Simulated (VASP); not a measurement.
# TlRu (F-43m) in VASP: a series of runs

The runs below take TlRu through relaxation of cell and atoms, with PBE, LDA.

Program: VASP 6.6.1. These are calculated values, not measurements. Logs are shortened: lines on timing, memory, paths and dates and some standing lists are left out, and cuts for length are marked.

## 1. The structure

It takes space group F-43m (No. 216, cubic). The conventional cell has a = 6.009 Å, b = 6.009 Å, c = 6.009 Å, α = 90.00°, β = 90.00°, γ = 90.00°. Tl (site symmetry -43m) is surrounded by 4 Ru at 2.60 Å. Around Ru (site symmetry -43m) lie 4 Tl at 2.60 Å.

The cell was built by a generator and needn't be a form met in nature.

## 2. Relaxation of cell and atoms, PBE

Input file INCAR:

```
PREC = Accurate
ENCUT = 600
EDIFF = 1E-7
ISMEAR = 1
SIGMA = 0.1
LREAL = False
LASPH = True
NELM = 80
ALGO = Normal
ISIF = 3
LWAVE = False
LCHARG = False
GGA = PE
IBRION = 2
NSW = 40
EDIFFG = -0.01
```

Input file KPOINTS:

```
Automatic mesh
0
Gamma
  8 8 8
```

Input file POSCAR:

```
TlRu
1.0
    0.0000000000      3.0045068900      3.0045068900
    3.0045068900      0.0000000000      3.0045068900
    3.0045068900      3.0045068900      0.0000000000
Tl Ru
1 1
Direct
    0.0000000000      0.0000000000      0.0000000000
    0.7500000000      0.7500000000      0.7500000000
```

Potentials or basis: VASP PAW PBE potentials, release 64 (Tl_d, Ru_pv).

The run is started by

```bash
$ cat potpaw_PBE.64/Tl_d/POTCAR potpaw_PBE.64/Ru_pv/POTCAR > POTCAR
$ mpirun -np 1 vasp_std > vasp.out
```

OUTCAR:

```text
PREC = Accurate
   ENCUT = 600
   EDIFF = 1E-7
   ISMEAR = 1
   LREAL = False
   LASPH = True
   NELM = 80
   ISIF = 3
   GGA = PE
   IBRION = 2
   NSW = 40
   EDIFFG = -0.01

 ion  position               nearest neighbor table
   1  0.000  0.000  0.000-   2 2.60   2 2.60   2 2.60   2 2.60
   2  0.750  0.750  0.750-   1 2.60   1 2.60   1 2.60   1 2.60

  LATTYP: Found a face centered cubic cell.
 ALAT       =     6.0090137800

  Lattice vectors:

 A1 = (   0.0000000000,   3.0045068900,   3.0045068900)
 A2 = (   3.0045068900,   0.0000000000,   3.0045068900)
 A3 = (   3.0045068900,   3.0045068900,   0.0000000000)

Analysis of symmetry for initial positions (statically):
=====================================================================
 Subroutine PRICEL returns:
 Original cell was already a primitive cell.

 Routine SETGRP: Setting up the symmetry group for a
 face centered cubic supercell.

 Subroutine GETGRP returns: Found 24 space group operations
 (whereof 24 operations were pure point group operations)
 out of a pool of 48 trial point group operations.

The static configuration has the point symmetry T_d .

Analysis of symmetry for dynamics (positions and initial velocities):
=====================================================================
 Subroutine PRICEL returns:
 Original cell was already a primitive cell.

 Routine SETGRP: Setting up the symmetry group for a
 face centered cubic supercell.

 Subroutine GETGRP returns: Found 24 space group operations
 (whereof 24 operations were pure point group operations)
 out of a pool of 48 trial point group operations.

The dynamic configuration has the point symmetry T_d .

 Subroutine INISYM returns: Found 24 space group operations
 (whereof 24 operations are pure point group operations),
 and found     1 'primitive' translations

----------------------------------------------------------------------------------------

                                     Primitive cell

  volume of cell :      54.2437

  direct lattice vectors                    reciprocal lattice vectors
     0.000000000  3.004506890  3.004506890    -0.166416659  0.166416659  0.166416659
     3.004506890  0.000000000  3.004506890     0.166416659 -0.166416659  0.166416659
     3.004506890  3.004506890  0.000000000     0.166416659  0.166416659 -0.166416659

  length of vectors
     4.249014392  4.249014392  4.249014392     0.288242109  0.288242109  0.288242109

  position of ions in fractional coordinates (direct lattice)
     0.000000000  0.000000000  0.000000000
     0.750000000  0.750000000  0.750000000

  ion indices of the primitive-cell ions
   primitive index   ion index
                 1           1
                 2           2

----------------------------------------------------------------------------------------

 KPOINTS: Automatic mesh

Automatic generation of k-mesh.
 Grid dimensions read from file:
 generate k-points for:    8    8    8

 Generating k-lattice:

  Cartesian coordinates                     Fractional coordinates (reciprocal lattice)
    -0.020802082  0.020802082  0.020802082     0.125000000  0.000000000  0.000000000
     0.020802082 -0.020802082  0.020802082     0.000000000  0.125000000  0.000000000
     0.020802082  0.020802082 -0.020802082     0.000000000  0.000000000  0.125000000

  Length of vectors
     0.036030264  0.036030264  0.036030264

  Shift w.r.t. Gamma in fractional coordinates (k-lattice)
     0.000000000  0.000000000  0.000000000

 Subroutine IBZKPT returns following result:
 ===========================================

 Found     29 irreducible k-points:

 Following reciprocal coordinates:
            Coordinates               Weight
  0.000000  0.000000  0.000000      1.000000
  0.125000  0.000000  0.000000      8.000000
  0.250000  0.000000  0.000000      8.000000
  0.375000  0.000000  0.000000      8.000000
  0.500000  0.000000  0.000000      4.000000
  0.125000  0.125000  0.000000      6.000000
[... 16 lines left out ...]
  0.500000  0.250000  0.125000     48.000000
 -0.375000  0.250000  0.125000     24.000000
 [... further k-points ...]
   k-points           NKPTS =     29   k-points in BZ     NKDIM =     29   number of bands    NBANDS=     17
   number of dos      NEDOS =    301   number of ions     NIONS =      2
   total plane-waves  NPLWV =  46656
   dimension x,y,z NGX =    36 NGY =   36 NGZ =   36
   dimension x,y,z NGXF=    72 NGYF=   72 NGZF=   72
   ions per type =               1   1
   NGX,Y,Z   is equivalent  to a cutoff of  14.09, 14.09, 14.09 a.u.
   NGXF,Y,Z  is equivalent  to a cutoff of  28.17, 28.17, 28.17 a.u.
 SYSTEM =  unknown system
   PREC   = accura    normal or accurate (medium, high low for compatibility)
   ISTART =      0    job   : 0-new  1-cont  2-samecut
   ICHARG =      2    charge: 1-file 2-atom 10-const
   ISPIN  =      1    spin polarized calculation?
   LNONCOLLINEAR =      F non collinear calculations
   LSORBIT =      F    spin-orbit coupling
   LASPH  =      T    aspherical Exc in radial PAW
   ENCUT  =  600.0 eV  44.10 Ry    6.64 a.u.   8.49  8.49  8.49*2*pi/ulx,y,z
   NELM   =     80;   NELMIN=  2; NELMDL= -5     # of ELM steps
   EDIFF  = 0.1E-06   stopping-criterion for ELM
   LREAL  =      F    real-space projection
   EDIFFG = -.1E-01   stopping-criterion for IOM
   NSW    =     40    number of steps for IOM
   IBRION =      2    ionic relax: 0-MD 1-quasi-New 2-CG
   NFREE  =      1    steps in history (QN), initial steepest desc. (CG)
   ISIF   =      3    stress and relaxation
   ISYM   =      2    0-nonsym 1-usesym 2-fastsym
   POTIM  = 0.5000    time-step for ionic-motion
   TEBEG  =    0.0;   TEEND  =   0.0 temperature during run
   PSTRESS=    0.0 pullay stress
   NELECT =      27.0000    total number of electrons
   NUPDOWN=      -1.0000    fix difference up-down
   EMIN   =  10.00;   EMAX   =-10.00  energy-range for DOS
   EFERMI =   0.00;   METHOD = LEGACY
   ISMEAR =     1;   SIGMA  =   0.10  broadening in eV -4-tet -1-fermi 0-gaus
   EFERMI_NEDOS =   21; number of points for ismear=-14 and -15
   IALGO  =     38    algorithm
   IMIX   =      4    mixing-type and parameters
     AMIX     =   0.40;   BMIX     =  1.00
     AMIX_MAG =   1.60;   BMIX_MAG =  1.00
  volume/ion in A,a.u.               =      27.12       183.03
  Fermi-wavevector in a.u.,A,eV,Ry     =   1.297417  2.451762 22.902559  1.683291
  Thomas-Fermi vector in A             =   2.428811
   LORBIT       =      0    0 simple, 1 ext, 2 COOP (PROOUT), +10 PAW based schemes
   GGA     = PE    functional components
   LHFCALC =     F    Hartree Fock is set to
   AEXX    =    0.0000 exact exchange contribution
   IVDW    =     0    specifies the selected vdW correction
   LEPSILON=     F    determine dielectric tensor
   LRPA    =     F    only Hartree local field effects (RPA)
 conjugate gradient relaxation of ions
 non-spin polarized calculation
 Methfessel and Paxton  Order N= 1 SIGMA  =   0.10
  energy-cutoff  :      600.00
  volume of cell :       54.24
 maximum number of plane-waves:      1837
 NGX is ok and might be reduce to    36
   NGX = 17   NGY = 17   NGZ = 17

--------------------------------------- Ionic step        1  -------------------------------------------

 number of electron      26.9999997 magnetization

 Free energy of the ion-electron system (eV)
  ---------------------------------------------------
  ext. energy  EPLUGINS =         0.00000000
  ---------------------------------------------------
  free energy    TOTEN  =        -7.88777766 eV

  energy without entropy =       -7.88996388  energy(sigma->0) =       -7.88850640

------------------------ aborting loop because EDIFF is reached ----------------------------------------

  FORCE on cell =-STRESS in cart. coord.  units (eV):
  Direction    XX          YY          ZZ          XY          YZ          ZX
  --------------------------------------------------------------------------------------
  -------------------------------------------------------------------------------------
  Total        1.2337218      1.2337218      1.2337218      0.0000000      0.0000000     -0.0000000
  in kB       36.4399855     36.4399855     36.4399855      0.0000000      0.0000000     -0.0000000
  external PRESSURE =      36.4399855 kB  Pullay stress =       0.0000000 kB

 VOLUME and BASIS-vectors are now :
 -----------------------------------------------------------------------------
  energy-cutoff  :      600.00
  volume of cell :       54.24
      direct lattice vectors                 reciprocal lattice vectors
     0.000000000  3.004506890  3.004506890    -0.166416659  0.166416659  0.166416659
     3.004506890  0.000000000  3.004506890     0.166416659 -0.166416659  0.166416659
     3.004506890  3.004506890  0.000000000     0.166416659  0.166416659 -0.166416659
[... 37 lines left out ...]
 POSITION                                       TOTAL-FORCE (eV/Angst)
 -----------------------------------------------------------------------------------
      6.18784      6.18784      6.18784         0.000000      0.000000      0.000000
      4.64088      4.64088      4.64088        -0.000000     -0.000000     -0.000000
 -----------------------------------------------------------------------------------
    total drift:                               -0.000000     -0.000000     -0.000000

  FREE ENERGIE OF THE ION-ELECTRON SYSTEM (eV)
  ---------------------------------------------------
  free  energy   TOTEN  =        -7.9058772026 eV

  energy  without entropy=       -7.9085812348  energy(sigma->0) =       -7.90677855

--------------------------------------- Ionic step        3  -------------------------------------------

 number of electron      27.0000002 magnetization

 Free energy of the ion-electron system (eV)
  ---------------------------------------------------
  ext. energy  EPLUGINS =         0.00000000
  ---------------------------------------------------
  free energy    TOTEN  =        -7.91911671 eV

  energy without entropy =       -7.92192202  energy(sigma->0) =       -7.92005182

 E-fermi :   4.3281     XC(G=0):  -9.6951

 val. band max:        4.3206781755   @ k =  -0.3750   0.3750   0.0000
 cond. band min:       4.3326841865   @ k =   0.5000   0.1250   0.0000
 fundamental gap:      0.0120060110
 Fermi energy:         4.3281150105

 k-point     1 :       0.0000    0.0000    0.0000
  band No.  band energies     occupation
      1     -36.9741      2.00000
      2     -36.9741      2.00000
      3     -36.9741      2.00000
      4      -6.4934      2.00000
      5      -6.4934      2.00000
      6      -6.4934      2.00000
[... 9 lines left out ...]
     16      12.3429      0.00000
     17      12.3429      0.00000
[... 441 lines left out ...]
 k-point    24 :      -0.3750    0.2500    0.1250
  band No.  band energies     occupation
      1     -36.9772      2.00000
      2     -36.9752      2.00000
      3     -36.9744      2.00000
      4      -6.5379      2.00000
      5      -6.5033      2.00000
      6      -6.4843      2.00000
[... 9 lines left out ...]
     16       7.3657      0.00000
     17       8.3959      0.00000

 [... further k-points ...]

------------------------ aborting loop because EDIFF is reached ----------------------------------------

  FORCE on cell =-STRESS in cart. coord.  units (eV):
  Direction    XX          YY          ZZ          XY          YZ          ZX
  --------------------------------------------------------------------------------------
  -------------------------------------------------------------------------------------
  Total       -0.0026860     -0.0026860     -0.0026860      0.0000000      0.0000000      0.0000000
  in kB       -0.0752885     -0.0752885     -0.0752885      0.0000000      0.0000000      0.0000000
  external PRESSURE =      -0.0752885 kB  Pullay stress =       0.0000000 kB

 VOLUME and BASIS-vectors are now :
 -----------------------------------------------------------------------------
  energy-cutoff  :      600.00
  volume of cell :       57.16
      direct lattice vectors                 reciprocal lattice vectors
    -0.000000000  3.057418875  3.057418875    -0.163536637  0.163536637  0.163536637
     3.057418875  0.000000000  3.057418875     0.163536637 -0.163536637  0.163536637
     3.057418875  3.057418875 -0.000000000     0.163536637  0.163536637 -0.163536637

 POSITION                                       TOTAL-FORCE (eV/Angst)
 -----------------------------------------------------------------------------------
      0.00000      0.00000      0.00000        -0.000000     -0.000000     -0.000000
      4.58613      4.58613      4.58613         0.000000      0.000000      0.000000
 -----------------------------------------------------------------------------------
    total drift:                               -0.000000     -0.000000     -0.000000

  FREE ENERGIE OF THE ION-ELECTRON SYSTEM (eV)
  ---------------------------------------------------
  free  energy   TOTEN  =        -7.9191167149 eV

  energy  without entropy=       -7.9219220202  energy(sigma->0) =       -7.92005182

 reached required accuracy - stopping structural energy minimisation
```

Run time: 70 s. Hardware: 1 thread of Intel Xeon Platinum 8259CL at 2.50GHz (Skylake/Cascade Lake), shared host; peak memory 0.23 GiB.

Results:

* Free energy: -7.9191 eV
* Relaxed volume: 28.58 Å³/atom
* Relaxed cell: a = 4.324 Å, b = 4.324 Å, c = 4.324 Å, α = 60.00°, β = 60.00°, γ = 60.00°
* Space group after relaxing (to 0.05 Å): F-43m (No. 216)
* Energy gained by relaxing: 15.7 meV/atom
* Ionic steps: 3
* Pressure after relaxing: 0.0 GPa
* Band gap on the k mesh: none (metal or under the smearing width)

Step by step:
```csv
step,energy change (eV),largest force (eV/Å),pressure (GPa),volume (Å³)
1,0.0000,0.0000,3.64,54.24
2,-0.0181,0.0000,-1.97,59.23
3,-0.0313,0.0000,-0.01,57.16
```

Final structure:
```cif
data_structure
_symmetry_space_group_name_H-M 'P 1'
_symmetry_Int_Tables_number 1
_cell_length_a 4.3238
_cell_length_b 4.3238
_cell_length_c 4.3238
_cell_angle_alpha 60.000
_cell_angle_beta 60.000
_cell_angle_gamma 60.000
_cell_volume 57.16
loop_
_atom_site_label
_atom_site_type_symbol
_atom_site_fract_x
_atom_site_fract_y
_atom_site_fract_z
_atom_site_occupancy
Tl1 Tl 0.00000 0.00000 0.00000 1
Ru1 Ru 0.75000 0.75000 0.75000 1
```

Levels at points of the mesh, in eV from the Fermi level:
```tsv
k point	band 11	band 12	band 13	band 14	band 15	band 16	band 17
(0.00, 0.00, 0.00)	-1.29	-1.29	-0.10	-0.10	6.34	8.01	8.01
(0.50, 0.00, 0.00)	-1.05	-1.05	-0.07	-0.07	0.43	5.42	5.42
(0.50, 0.50, 0.00)	-0.23	-0.23	-0.21	-0.05	1.08	2.46	2.46
```

Spin-orbit coupling is left out, which matters for the levels of Tl.

(Part 1 of 2 ends here.)
